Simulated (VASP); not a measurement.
Given:

```yaml
crystal:
  lattice:
    - [3.50506, 0.00000, 0.00000]
    - [0.00000, 3.59496, 0.00000]
    - [0.00000, 0.00000, 3.60590]
  atoms:
    - { symbol: Si, position: [0.00000, 0.00000, 0.00000] }
    - { symbol: Ni, position: [0.00000, 0.50000, 0.50000] }
    - { symbol: Ni, position: [0.50000, 0.00000, 0.50000] }
    - { symbol: Ni, position: [0.52355, 0.50000, 0.00000] }
```

These are PBE GGA, VASP's PBE PAW potentials (set 64) (plane waves; VASP 6.6.1) values and carry that method's errors. Run with 400 eV cut-off, 8×8×8 Γ-centred mesh, Gaussian smearing of 0.020 eV, potentials Si Ni.

Problem. Predict the energy per atom (σ→0), pressure, largest force, band gap (on the k-mesh) with the smallest direct gap where there is one.

Solution. 
```json
{
 "band gap (on the k-mesh)": "none (metal, semimetal or under 0.01 eV)",
 "energy per atom (σ→0)": "-568.7 kJ/mol of atoms",
 "pressure": "-9.82 GPa",
 "largest_force": "0.581 eV/Å"
}
```

Only differences to runs with the same potentials and settings are physical.

The compound is Ni3Si in the L1_2 structure. The cell was not relaxed at this level, atoms are displaced from their ideal sites. The run is one of a series of settings (ISMEAR = 0, SIGMA = 0.02 against the base run), some of them coarse on purpose. The run is not spin-polarised, so no magnetic state was tried.
